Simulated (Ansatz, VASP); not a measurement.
# KCdCO3F in two plane-wave programs, part 2 of 2

Aim: how closely do two programs agree when they are given the same cell, functional and k mesh?  Valence electrons are named where the data sets of a main pair hold unlike numbers.

VASP 6.6.1 and Ansatz 0.2.0.

So far: Set-up; VASP: single point, PBEsol.

**3. Ansatz: single point, PBEsol**

Level of this step: Ansatz beside VASP: Kohn-Sham DFT, plane waves, PBEsol (Ansatz).

Ansatz runs on its default PAW (the set named soft_2) files.

The same cell, functional, mesh and smearing now go to Ansatz, which takes its cutoff from its data sets.

The input, input.yaml:

```yaml
crystal:
  lattice:
    - [5.1324, 0.0, 0.0]
    - [-2.5662, 4.4447887824, 0.0]
    - [0.0, 0.0, 4.4324]
  atoms:
    - { symbol: Cd, position: [0.6666666667, 0.3333333333, 0.5] }
    - { symbol: K, position: [0.0, 0.0, 0.0] }
    - { symbol: F, position: [0.6666666667, 0.3333333333, 0.0] }
    - { symbol: O, position: [0.1925, 0.385, 0.5] }
    - { symbol: O, position: [0.1925, 0.8075, 0.5] }
    - { symbol: O, position: [0.615, 0.8075, 0.5] }
    - { symbol: C, position: [0.3333333333, 0.6666666667, 0.5] }
hamiltonian:
  xc: pbesol
  pseudopotentials: { kind: paw }
kpoints:
  mp_grid: { grid: [5, 5, 5] }
scf:
  occupations: { method: gaussian, width: 0.01 }
  n_extra_bands: 5
output:
  forces: true
  stress: true
  eigenvalues: true
```

Run with:

```console
ansatz run input.yaml --threads 4 --pin off --max-ram 9216MiB --backend cpu --events-out ev --progress --plain --runs-dir out
```

Numbers of over 12 decimals in the logs are rounded to 6 here.

Log:

```text
scf.n_extra_bands = 5 over 29 filled bands (N_el = 58.0): the run solves 34 bands
Engine: ansatz 0.2.0, x86_64-unknown-linux-gnu
Pseudopotentials: kind: paw
Pseudopotential: Cd, paw, valence charge 20, recommended cutoff 420 eV (normal), Cd.paw.azcp
Pseudopotential: K, paw, valence charge 9, recommended cutoff 420 eV (normal), K.paw.azcp
Pseudopotential: F, paw, valence charge 7, recommended cutoff 420 eV (normal), F.paw.azcp
Pseudopotential: O, paw, valence charge 6, recommended cutoff 420 eV (normal), O.paw.azcp
Pseudopotential: C, paw, valence charge 4, recommended cutoff 420 eV (normal), C.paw.azcp
Functional definition: PBEsol
  exchange = pbesol_x
  correlation = pbesol_c
Crystal: 7 atoms, lattice volume = 101.114 Å³
Basis set: ecut = 420 eV, 1977 PW (Γ), exchange–correlation on 72×72×60 points (8 copies of the dense FFT grid, shifted against one another)
Bands: 34, of which v1, the nominal top of the filled ones, is band 29 counted from 1 (28 counted from 0)
Symmetry: 12 space group operations
Space group: P-6m2 (ITA 187), of the structure as read, at distance tolerance 4.7e-5 Å
k-points: 15 of 125 (time reversal used)
Non-local potential: Cd, projectors of the file, l = 0: 3, l = 1: 2, l = 2: 2, l = 3: 1
Non-local potential: K, projectors of the file, l = 0: 3, l = 1: 2, l = 2: 2
Non-local potential: F, projectors of the file, l = 0: 2, l = 1: 2, l = 2: 1
Non-local potential: O, projectors of the file, l = 0: 2, l = 1: 2, l = 2: 1
Non-local potential: C, projectors of the file, l = 0: 2, l = 1: 2, l = 2: 1
PAW form: soft (Blöchl's): semilocal exchange-correlation on the pseudo side does not see the compensation charge
PAW frozen core: Cd, regenerated for the run's functional, and the local potential with it (the file was generated under x = pbe(κ = 0.804, μ = 0.219515), c = pbe(β = 0.066725))
PAW frozen core: K, regenerated for the run's functional, and the local potential with it (the file was generated under x = pbe(κ = 0.804, μ = 0.219515), c = pbe(β = 0.066725))
PAW frozen core: F, regenerated for the run's functional, and the local potential with it (the file was generated under x = pbe(κ = 0.804, μ = 0.219515), c = pbe(β = 0.066725))
PAW frozen core: O, regenerated for the run's functional, and the local potential with it (the file was generated under x = pbe(κ = 0.804, μ = 0.219515), c = pbe(β = 0.066725))
PAW frozen core: C, regenerated for the run's functional, and the local potential with it (the file was generated under x = pbe(κ = 0.804, μ = 0.219515), c = pbe(β = 0.066725))
PAW one-centre angular grid: Cd, 590 points (default); XC on 64 Gauss nodes
PAW one-centre angular grid: K, 110 points (default); XC on 64 Gauss nodes
PAW one-centre angular grid: F, 110 points (default); XC on 64 Gauss nodes
PAW one-centre angular grid: O, 110 points (default); XC on 64 Gauss nodes
PAW one-centre angular grid: C, 110 points (default); XC on 64 Gauss nodes
Initial density: superposition of atomic densities (neutral atoms: chi_scale 0, normalization atom), corrected by the library's trained network
Initial wavefunctions: pseudopotential atomic-orbital guess
Functional: x = pbesol(κ = 0.804, μ = 0.123457), c = pbesol(β = 0.046)
SCF iter   1: F=—  HF=-12431.537365 eV  |F-HF|=—  |Δ(HF+E_count)|=         —  Δρ=1.19e-2  dr2=1.01e-1  ethr=1.77e-3  ⟨swp⟩=7.5  Hψ=2228  notcnv=0
preconditioner: auto → Resta (q_TF=auto, 2.487 Å⁻¹)  ε∞=3.9  [insulator: Δε(μ)=1.509 eV  Ē_g=15.400 eV  σ=0.010 eV  W_gap=1.00  n_scr=26 (ndim 8)  ℏωp=26.1 eV  f_vac=0.134  D(μ)=0.00/eV (n_scr^D=0)  ε∞_Penn≈3.9]
SCF iter   2: F=—  HF=-12431.511886 eV  |F-HF|=—  |Δ(HF+E_count)|=   2.55e-2  Δρ=3.07e-3  dr2=5.24e-3  ethr=1.73e-4  ⟨swp⟩=2.0  Hψ=1035  notcnv=0  defer=15
SCF iter   3: F=—  HF=-12431.511235 eV  |F-HF|=—  |Δ(HF+E_count)|=   6.51e-4  Δρ=1.12e-3  dr2=1.41e-3  ethr=9.04e-6  ⟨swp⟩=2.0  Hψ=914  notcnv=0  defer=15
SCF iter   4: F=—  HF=-12431.511331 eV  |F-HF|=—  |Δ(HF+E_count)|=   9.58e-5  Δρ=8.12e-4  dr2=4.85e-4  ethr=2.43e-6  ⟨swp⟩=2.1  Hψ=752  notcnv=0  defer=15
SCF iter   5: F=—  HF=-12431.511316 eV  |F-HF|=—  |Δ(HF+E_count)|=   1.48e-5  Δρ=1.66e-4  dr2=4.44e-5  ethr=8.37e-7  ⟨swp⟩=2.0  Hψ=812  notcnv=0  defer=15
SCF iter   6: F=—  HF=-12431.511150 eV  |F-HF|=—  |Δ(HF+E_count)|=   1.66e-4  Δρ=5.49e-5  dr2=4.95e-6  ethr=7.66e-8  ⟨swp⟩=2.0  Hψ=880  notcnv=0  defer=15
SCF iter   7: F=—  HF=-12431.511153 eV  |F-HF|=—  |Δ(HF+E_count)|=   3.17e-6  Δρ=1.89e-5  dr2=4.62e-7  ethr=8.53e-9  ⟨swp⟩=2.0  Hψ=785  notcnv=0  defer=15
SCF iter   8: F=-12431.511153 eV  HF=-12431.511153 eV  |F-HF|=5.21e-8  |Δ(HF+E_count)|=   4.26e-7  Δρ=5.17e-6  dr2=4.72e-8  ethr=1.72e-10  ⟨swp⟩=10.2  Hψ=2349  notcnv=0
SCF 1 converged in 8 iterations: F = -12431.511153 eV  dr2 = 4.72e-8
  greatest PAW one-centre occupation: 1.000 electrons in one spin orbital (limit 2), on the Cd atom at site 0 (counted from 0), in its partial waves of l = 1
SCF converged after 8 iterations
Free energy (F): -12431.511153 eV
Harris-Foulkes:  -12431.511153 eV  (|F-HF|=5.21e-8)
Internal energy: -12431.511153 eV  (E = F + TS)
E sigma→0 (E₀):  -12431.511153 eV
Fermi energy:    5.812938 eV
--- Per-component energies (eV) ---
  E_band       = -722.210267
  E_kinetic    = 1584.402795
  E_local      = -6605.720998  (includes V_loc(G=0)·N_el)
  E_nonlocal   = 301.013426
  E_hartree    = 2788.073536
  E_xc         = -651.480237
  E_vxc        = -822.600413  (∫ρ·V_xc dr)
  E_paw        = -5526.290417  (= ΣΔE_a)
  E_vpaw       = -755.449138  (= ΣTr[D̂ρ^β])
  E_aug_tail   = 0.009416  (compensation charges beyond the density's cutoff)
  E_ewald      = -4322.137926
  E_core_change = 0.619252  (= ΣΔE_core)
  E_smearing   = -0.000000  (= −TS)
  E_closure    = -0.000000  (closes the sum)
  Σ components = -12431.511153   (vs F -12431.511153, Δ=0.00e0)
--- Forces (eV/Å), atoms counted from 1 ---
  atom   1  Cd     0.00000000     0.00000000     0.00000000
  atom   2  K      0.00000000    -0.00000000     0.00000000
  atom   3  F      0.00000000     0.00000000     0.00000000
  atom   4  O     -0.00000000    -2.93855642     0.00000000
  atom   5  O     -2.54486451     1.46927821     0.00000000
  atom   6  O      2.54486451     1.46927821     0.00000000
  atom   7  C      0.00000000     0.00000000     0.00000000
  max |Σ_I F_I| component: 8.88e-16 eV/Å
--- Stress (GPa, compression-positive) ---
        5.110830       0.000000       0.000000
       -0.000000       5.110830       0.000000
        0.000000       0.000000      -2.082637
  P = ⅓ Tr σ = 2.7130 GPa (27.130 kbar)
--- Band table (eV; the first three rows and the last of 15) ---
  k-point 0: bands = [... 25 lower, 3.0908, 3.4421, 3.4421, 5.0150, 6.6067, 11.1770, 11.2937, 13.5993, ... 1 higher]
  k-point 1: bands = [... 25 lower, 3.0501, 3.4610, 3.4610, 5.0165, 7.1898, 10.9938, 11.4834, 13.6853, ... 1 higher]
  k-point 2: bands = [... 25 lower, 2.9569, 3.4913, 3.4913, 5.0192, 8.5080, 10.4094, 11.5496, 13.6873, ... 1 higher]
  k-point 14: bands = [... 25 lower, 3.2772, 3.4240, 3.5019, 4.7072, 10.0912, 11.4799, 12.0238, 12.2908, ... 1 higher]
```

Run time: 2.3 s. Hardware: 4 threads of AMD EPYC 7R13 (Zen 3), shared host; peak memory 0.45 GiB.

The run ends at a pressure of 2.71 GPa, with forces up to 2.9 eV/Å.

**4. Differences**

Known differences besides the potentials themselves: the data sets hold 58 valence electrons in Ansatz (on its default PAW (the set named soft_2) files) and 50 in VASP; the cutoff is 420 eV in Ansatz and 520 eV in VASP; Ansatz makes its cores anew for this functional, VASP keeps those of its PBE data sets; VASP leaves aspherical gradient terms in its spheres out (LASPH is not set), Ansatz keeps them. Total energies have different zeros and are not compared.

The two programs side by side:

```
                                        quantity  Ansatz   VASP  difference
                                  pressure (GPa)    2.71   3.65       -0.94
pressure without Ansatz's Pulay correction (GPa)    2.14   3.65       -1.51
                          gap on the k mesh (eV)   1.587  1.561      +0.026
```

Forces (eV/Å; atoms numbered as in POSCAR):

```
atom        Ansatz x, y, z          VASP x, y, z
 Cd1   0.000, 0.000, 0.000   0.000, 0.000, 0.000
  K2   0.000, 0.000, 0.000   0.000, 0.000, 0.000
  F3   0.000, 0.000, 0.000   0.000, 0.000, 0.000
  O4  0.000, -2.939, 0.000  0.000, -3.294, 0.000
  O5  -2.545, 1.469, 0.000  -2.853, 1.647, 0.000
  O6   2.545, 1.469, 0.000   2.853, 1.647, 0.000
  C7   0.000, 0.000, 0.000   0.000, 0.000, 0.000
```

The forces differ by 134 meV/Å r.m.s., which is 10.8 % of the r.m.s. force of 1.245 eV/Å (both taken over all components). A gap on the mesh is an upper bound, since the band edges may lie between its points. Ansatz's pressure holds a Pulay correction of 0.57 GPa; VASP's holds none.

**5. What the set-up changes**

Further runs change the set-up of one program: Ansatz's method, potentials or start, or VASP's data sets, cutoff or form of LDA. The table gives Ansatz less VASP for each quantity, since a change that brings one quantity closer may part another.

```
                                        run  r.m.s. force difference (meV/Å)  pressure (GPa)  gap on the k mesh (eV)  pressure without Ansatz's Pulay correction (GPa)
                                   as above                              134           -0.94                   0.026                                              -1.5
                       cores kept as stored                              127           -0.90                   0.028                                              -1.5
   Ansatz's larger PAW set (cutoff 1300 eV)                              127           -0.90                   0.017                                                  
norm-conserving potentials (cutoff 1388 eV)                              143            -1.0                   0.049
```

**6. Results**

```yaml
r_m_s_force_difference_single_point_pbesol: 11 % of the r.m.s. force
difference_in_pressure_single_point_pbesol: -0.94 GPa
```

In words: The r.m.s. force difference is 11 % of the r.m.s. force (single point, PBEsol), beyond the 3 % picked in this series as the mark of a large difference. The data sets hold unlike numbers of valence electrons (58 in Ansatz and 50 in VASP), so part of the differences comes from the potentials. Single point, PBEsol, Ansatz's larger PAW set (cutoff 1300 eV): the difference in gap on the k mesh goes from 0.026 to 0.017 eV. Single point, PBEsol, norm-conserving potentials (cutoff 1388 eV): the difference in gap on the k mesh goes from 0.026 to 0.049 eV. Such differences can come from data sets, numerical settings and the points named under the comparisons, not from the functional's error against experiment.

[Lines on the potential files, build, host, timing and source positions are cut from VASP's logs without a mark.]

[Logs are printed without paths, hosts, clocks, repeated set-up lines and the standing remarks that a program may print on its own settings, such as how far it seeks lower states.]

[Hosts, paths, dates, database ids (printed as entryN), source tags and the programs' standing remarks are cut or masked in the printed files.]
